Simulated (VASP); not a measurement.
Level of theory: LDA (Ceperley-Alder, Perdew-Zunger), VASP's LDA PAW potentials (set 64) (plane waves; VASP 6.6.1).

VASP input:

File KPOINTS:
```
Automatic mesh
0
Gamma
5 5 8
0 0 0
```

INCAR:
```
! general
SYSTEM   =  TiO2
PREC     =  Accurate
ENCUT    =  620
LREAL    =  .False.
LASPH    =  .True.

! electronic loop
EDIFF    =  1E-6
NELM     =  100
ALGO     =  Normal
LMAXMIX  =  4

! smearing
ISMEAR   =  0
SIGMA    =  0.05

! ions
IBRION   =  2
NSW      =  40
ISIF     =  3
EDIFFG   =  -0.02
PSTRESS  =  200

! output
LWAVE    =  .False.
LCHARG   =  .False.
```

File POSCAR:
```
TiO2
1
    4.4845357095     0.0000000000     0.0000000000
    0.0000000000     4.4845357095     0.0000000000
    0.0000000000     0.0000000000     2.8981599372
Ti O
2 4
Direct
  0.0000000000   0.0000000000   0.0000000000
  0.5000000000   0.5000000000   0.5000000000
  0.3027102018   0.3027102018   0.0000000000
  0.8027102018   0.1972897982   0.5000000000
  0.1972897982   0.8027102018   0.5000000000
  0.6972897982   0.6972897982   0.0000000000
```

POTCAR, in this order: Ti_sv O (LDA.64 set). Program: vasp_std.

The run wrote:

OSZICAR:
```
       N       E                     dE             d eps       ncg     rms          rms(c)
DAV:   1     0.722334099719E+03    0.72233E+03   -0.27892E+04  1680   0.230E+03
DAV:   2     0.578922124527E+02   -0.66444E+03   -0.64345E+03  1740   0.628E+02
DAV:   3    -0.691231001157E+02   -0.12702E+03   -0.12243E+03  2684   0.227E+02
DAV:   4    -0.749848485518E+02   -0.58617E+01   -0.58547E+01  2228   0.525E+01
DAV:   5    -0.752197453402E+02   -0.23490E+00   -0.23484E+00  2372   0.907E+00    0.346E+01
DAV:   6    -0.591970938738E+02    0.16023E+02   -0.11117E+02  2048   0.106E+02    0.124E+01
DAV:   7    -0.588460832178E+02    0.35101E+00   -0.14706E+01  2140   0.316E+01    0.869E+00
DAV:   8    -0.588708374523E+02   -0.24754E-01   -0.34227E+00  2140   0.179E+01    0.384E+00
DAV:   9    -0.587129853239E+02    0.15785E+00   -0.16325E+00  2160   0.120E+01    0.125E+00
DAV:  10    -0.587151745083E+02   -0.21892E-02   -0.11564E-01  2068   0.269E+00    0.204E-01
DAV:  11    -0.587150438826E+02    0.13063E-03   -0.79266E-03  2144   0.666E-01    0.677E-02
DAV:  12    -0.587150903696E+02   -0.46487E-04   -0.63026E-04  2288   0.218E-01    0.536E-02
DAV:  13    -0.587150775860E+02    0.12784E-04   -0.13797E-04  2296   0.889E-02    0.937E-03
DAV:  14    -0.587150771246E+02    0.46142E-06   -0.70949E-06  1908   0.224E-02
   1 F= -.51439344E+02 E0= -.51439344E+02  d E =-.514393E+02
       N       E                     dE             d eps       ncg     rms          rms(c)
DAV:   1    -0.603157980441E+02   -0.16007E+01   -0.76693E+01  2144   0.994E+01    0.155E+01
DAV:   2    -0.583244593219E+02    0.19913E+01   -0.84852E+00  2184   0.285E+01    0.644E+00
DAV:   3    -0.578498430205E+02    0.47462E+00   -0.30773E+00  2200   0.148E+01    0.166E+00
DAV:   4    -0.578971899953E+02   -0.47347E-01   -0.64709E-01  2152   0.545E+00    0.694E-01
DAV:   5    -0.579116840416E+02   -0.14494E-01   -0.16527E-02  2276   0.985E-01    0.612E-01
DAV:   6    -0.579399573005E+02   -0.28273E-01   -0.50065E-02  2436   0.108E+00    0.404E-01
DAV:   7    -0.579449804582E+02   -0.50232E-02   -0.10581E-02  2584   0.774E-01    0.974E-02
DAV:   8    -0.579453889623E+02   -0.40850E-03   -0.19788E-03  2496   0.267E-01    0.432E-02
DAV:   9    -0.579454053395E+02   -0.16377E-04   -0.15660E-04  2160   0.932E-02    0.181E-02
DAV:  10    -0.579454039899E+02    0.13496E-05   -0.15598E-05  2284   0.280E-02    0.837E-03
DAV:  11    -0.579454033150E+02    0.67493E-06   -0.15323E-06  1348   0.882E-03
   2 F= -.51284871E+02 E0= -.51284871E+02  d E =0.154474E+00
       N       E                     dE             d eps       ncg     rms          rms(c)
DAV:   1    -0.595400834883E+02   -0.15947E+01   -0.33100E+01  2104   0.702E+01    0.101E+01
DAV:   2    -0.587289246893E+02    0.81116E+00   -0.41804E+00  2000   0.213E+01    0.417E+00
DAV:   3    -0.585243833209E+02    0.20454E+00   -0.15090E+00  1728   0.832E+00    0.980E-01
DAV:   4    -0.585299084028E+02   -0.55251E-02   -0.31432E-01  2316   0.310E+00    0.864E-01
DAV:   5    -0.585373301187E+02   -0.74217E-02   -0.14054E-02  2024   0.118E+00    0.552E-01
DAV:   6    -0.585534900571E+02   -0.16160E-01   -0.30597E-02  2692   0.977E-01    0.231E-01
DAV:   7    -0.585547461501E+02   -0.12561E-02   -0.20538E-03  2004   0.276E-01    0.177E-01
DAV:   8    -0.585553910564E+02   -0.64491E-03   -0.13187E-03  2172   0.319E-01    0.258E-02
DAV:   9    -0.585554544813E+02   -0.63425E-04   -0.23935E-04  2160   0.939E-02    0.246E-02
DAV:  10    -0.585554523330E+02    0.21483E-05   -0.26930E-05  2304   0.362E-02    0.686E-03
DAV:  11    -0.585554521270E+02    0.20606E-06   -0.23995E-06  1420   0.973E-03
   3 F= -.51495020E+02 E0= -.51495020E+02  d E =-.556760E-01
       N       E                     dE             d eps       ncg     rms          rms(c)
DAV:   1    -0.585513161295E+02    0.41362E-02   -0.36442E-03  2164   0.708E-01    0.103E-01
DAV:   2    -0.585512266411E+02    0.89488E-04   -0.42969E-04  2172   0.207E-01    0.429E-02
DAV:   3    -0.585512043350E+02    0.22306E-04   -0.14814E-04  1816   0.885E-02    0.878E-03
DAV:   4    -0.585512061063E+02   -0.17713E-05   -0.31659E-05  1952   0.281E-02    0.814E-03
DAV:   5    -0.585512066542E+02   -0.54787E-06   -0.97803E-07   968   0.113E-02
   4 F= -.51495037E+02 E0= -.51495037E+02  d E =-.556926E-01
       N       E                     dE             d eps       ncg     rms          rms(c)
DAV:   1    -0.585469441489E+02    0.42620E-02   -0.36578E-03  2152   0.718E-01    0.104E-01
DAV:   2    -0.585468510996E+02    0.93049E-04   -0.40950E-04  2080   0.211E-01    0.409E-02
DAV:   3    -0.585468310283E+02    0.20071E-04   -0.15244E-04  1792   0.863E-02    0.860E-03
DAV:   4    -0.585468329413E+02   -0.19130E-05   -0.32092E-05  1936   0.279E-02    0.888E-03
DAV:   5    -0.585468337679E+02   -0.82661E-06   -0.11082E-06  1000   0.116E-02
   5 F= -.51495010E+02 E0= -.51495010E+02  d E =-.556653E-01
       N       E                     dE             d eps       ncg     rms          rms(c)
DAV:   1    -0.585436320929E+02    0.32008E-02   -0.12667E+00  1680   0.974E+00    0.654E-01
DAV:   2    -0.585399412272E+02    0.36909E-02   -0.45799E-02  1856   0.202E+00    0.393E-01
DAV:   3    -0.585369893438E+02    0.29519E-02   -0.76547E-03  1848   0.734E-01    0.120E-01
DAV:   4    -0.585368678061E+02    0.12154E-03   -0.16136E-03  2592   0.340E-01    0.632E-02
DAV:   5    -0.585368595886E+02    0.82175E-05   -0.16687E-04  2188   0.134E-01    0.323E-02
DAV:   6    -0.585368609947E+02   -0.14061E-05   -0.24779E-05  2288   0.437E-02    0.798E-03
DAV:   7    -0.585368609922E+02    0.25266E-08   -0.32211E-06  1496   0.177E-02
   6 F= -.51497284E+02 E0= -.51497284E+02  d E =-.227457E-02
       N       E                     dE             d eps       ncg     rms          rms(c)
DAV:   1    -0.585395185336E+02   -0.26575E-02   -0.44219E-02  1680   0.182E+00    0.122E-01
DAV:   2    -0.585393959097E+02    0.12262E-03   -0.16227E-03  1860   0.380E-01    0.737E-02
DAV:   3    -0.585392942153E+02    0.10169E-03   -0.27470E-04  1864   0.137E-01    0.241E-02
DAV:   4    -0.585392880697E+02    0.61455E-05   -0.59123E-05  2580   0.679E-02    0.115E-02
DAV:   5    -0.585392878118E+02    0.25799E-06   -0.63736E-06  1944   0.256E-02
   7 F= -.51497414E+02 E0= -.51497414E+02  d E =-.240382E-02
       N       E                     dE             d eps       ncg     rms          rms(c)
DAV:   1    -0.585543688101E+02   -0.15081E-01   -0.50142E-02  2244   0.262E+00    0.345E-01
DAV:   2    -0.585533717363E+02    0.99707E-03   -0.46256E-03  1928   0.686E-01    0.152E-01
DAV:   3    -0.585531229189E+02    0.24882E-03   -0.20938E-03  1968   0.333E-01    0.390E-02
DAV:   4    -0.585531382339E+02   -0.15315E-04   -0.37657E-04  2044   0.103E-01    0.320E-02
DAV:   5    -0.585531450680E+02   -0.68341E-05   -0.13599E-05  2152   0.362E-02    0.232E-02
DAV:   6    -0.585531652792E+02   -0.20211E-04   -0.42944E-05  2532   0.407E-02    0.647E-03
DAV:   7    -0.585531660959E+02   -0.81662E-06   -0.58534E-06  1800   0.149E-02
   8 F= -.51497415E+02 E0= -.51497415E+02  d E =-.187089E-05
       N       E                     dE             d eps       ncg     rms          rms(c)
DAV:   1    -0.585463927944E+02    0.67725E-02   -0.13260E-02  2252   0.134E+00    0.178E-01
DAV:   2    -0.585461275130E+02    0.26528E-03   -0.12367E-03  1924   0.352E-01    0.786E-02
DAV:   3    -0.585460603578E+02    0.67155E-04   -0.55445E-04  1948   0.172E-01    0.202E-02
DAV:   4    -0.585460642999E+02   -0.39421E-05   -0.98924E-05  2024   0.533E-02    0.162E-02
DAV:   5    -0.585460660275E+02   -0.17275E-05   -0.33973E-06  1536   0.187E-02    0.116E-02
DAV:   6    -0.585460711352E+02   -0.51078E-05   -0.12378E-05  2404   0.221E-02    0.393E-03
DAV:   7    -0.585460713339E+02   -0.19865E-06   -0.18978E-06  1260   0.804E-03
   9 F= -.51497477E+02 E0= -.51497477E+02  d E =-.636713E-04
```

OUTCAR:
```
------------------------ aborting loop because EDIFF is reached ----------------------------------------
  FORCE on cell =-STRESS in cart. coord.  units (eV):
  Direction    XX          YY          ZZ          XY          YZ          ZX
  --------------------------------------------------------------------------------------
  Total        7.0010789      7.0010789      7.0675820      0.0000000      0.0000000      0.0000000
  in kB      198.6517820    198.6517820    200.5387724      0.0000000      0.0000000      0.0000000
  external PRESSURE =      -0.7192212 kB  Pullay stress =     200.0000000 kB
  volume of cell :       56.47
      direct lattice vectors                 reciprocal lattice vectors
     4.429854911  0.000000000  0.000000000     0.225741028 -0.000000000  0.000000000
     0.000000000  4.429854911  0.000000000    -0.000000000  0.225741028  0.000000000
     0.000000000  0.000000000  2.877425471     0.000000000  0.000000000  0.347532894
 POSITION                                       TOTAL-FORCE (eV/Angst)
 -----------------------------------------------------------------------------------
      0.00000      0.00000      0.00000         0.000000     -0.000000      0.000000
      2.21493      2.21493      1.43871         0.000000     -0.000000      0.000000
      1.33802      1.33802      0.00000         0.009573      0.009573      0.000000
      3.55295      0.87690      1.43871         0.009573     -0.009573      0.000000
      0.87690      3.55295      1.43871        -0.009573      0.009573      0.000000
      3.09183      3.09183      0.00000        -0.009573     -0.009573     -0.000000
 -----------------------------------------------------------------------------------
    total drift:                                0.000000      0.000000     -0.000000
  FREE ENERGIE OF THE ION-ELECTRON SYSTEM (eV)
  ---------------------------------------------------
  free  energy   TOTEN  =       -58.5460713339 eV

  energy  without entropy=      -58.5460713339  energy(sigma->0) =      -58.54607133
  enthalpy is  TOTEN    =       -51.4974772464 eV   P V=        7.0485940875

 reached required accuracy - stopping structural energy minimisation
```
(Selected blocks of OUTCAR.)

**CONTCAR**
```
TiO2
   1.00000000000000
     4.4298549108434377    0.0000000000000000    0.0000000000000000
     0.0000000000000000    4.4298549108434377    0.0000000000000000
     0.0000000000000000    0.0000000000000000    2.8774254705709246
  Ti              O
     2     4
Direct
     0.0000000000000000    0.0000000000000000    0.0000000000000000
     0.5000000000000000    0.5000000000000000    0.5000000000000000
     0.3020466188282653    0.3020466188282653    0.0000000000000000
     0.8020466188282653    0.1979533811717347    0.5000000000000000
     0.1979533811717347    0.8020466188282653    0.5000000000000000
     0.6979533811717347    0.6979533811717347    0.0000000000000000
```

### OUTCAR
```
 val. band max:        5.7278434148   @ k =   0.0000   0.0000   0.0000

 cond. band min:       7.6184515744   @ k =   0.0000   0.0000   0.0000


 Fermi energy:         6.0210029573

 k-point     1 :       0.0000    0.0000    0.0000
  band No.  band energies     occupation
      1     -50.2168      2.00000
      2     -50.1844      2.00000
      3     -27.0505      2.00000
      4     -27.0505      2.00000
      5     -26.7923      2.00000
      6     -26.7923      2.00000
      7     -26.7349      2.00000
      8     -26.6772      2.00000
      9     -12.7393      2.00000
     10     -11.3607      2.00000
     11     -10.3123      2.00000
     12     -10.3123      2.00000
     13      -0.6104      2.00000
     14      -0.2838      2.00000
     15      -0.1122      2.00000
     16       1.4752      2.00000
     17       1.4752      2.00000
     18       2.9381      2.00000
     19       2.9381      2.00000
     20       3.5185      2.00000
     21       4.9603      2.00000
     22       5.2098      2.00000
     23       5.2098      2.00000
     24       5.7278      2.00000
     25       7.6185      0.00000
     26       7.9257      0.00000
     27       8.2102      0.00000
     28       8.3741      0.00000

 k-point     2 :       0.2000    0.0000    0.0000
  band No.  band energies     occupation
      1     -50.2136      2.00000
      2     -50.1875      2.00000
      3     -27.0290      2.00000
      4     -27.0264      2.00000
      5     -26.8200      2.00000
      6     -26.8171      2.00000
      7     -26.7294      2.00000
      8     -26.6827      2.00000
      9     -12.5581      2.00000
     10     -11.3349      2.00000
     11     -10.5238      2.00000
     12     -10.4043      2.00000
     13      -0.3190      2.00000
     14      -0.0712      2.00000
     15       0.2231      2.00000
     16       1.4982      2.00000
     17       1.5140      2.00000
     18       2.6211      2.00000
     19       2.8451      2.00000
     20       3.5178      2.00000
...
```

Energy and stress use the plane-wave basis of the starting cell.

The compound is TiO2 in the rutile structure. This run relaxes it under an external pressure of 20 GPa. Symmetry was kept, so distortions that lower it aren't found.
